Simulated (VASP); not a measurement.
PbS (rock salt):

```
CELL_PARAMETERS angstrom
      0.00000     2.97000     2.97000
      2.97000     0.00000     2.97000
      2.97000     2.97000     0.00000
ATOMIC_POSITIONS crystal
  Pb 0.00000 0.00000 0.00000
  S  0.50000 0.50000 0.50000
```

The lowest empty band near L, direction across the valley's axis, from mBJ (TB09) with spin-orbit coupling in VASP (PAW); its two spin partners are averaged. The gap over the points computed is 0.65 eV, and the next band on that side lies 1.51 eV away at the edge.

Settings: 400 eV cut-off, 9×9×9 Γ-centred mesh, Gaussian smearing of 0.050 eV, potentials Pb_d S.

```csv
distance from the edge in k (1/Å),distance in energy (meV)
0.012,4.2
0.018,9.3
0.025,17.7
0.035,34.0
0.050,66.5
0.070,122.2
```

Q: Fit E(1 + αE) = ħ²k²/2m* (ħ²/2m0 = 3.810 eV Å²) and predict the row at 0.095 1/Å.

A: Least squares on the energies gives the electron mass m* = 0.132 m0 and α = 1.32 per eV, and so 205.5 meV. The run gave 206.1 meV, +0.6 meV from the fit.

Left out are points under 3 meV from the edge, since the levels carry 0.1 meV, and points farther than half the way to the next band.

The compound is PbS in the rock salt structure. The cell was not relaxed at this level.
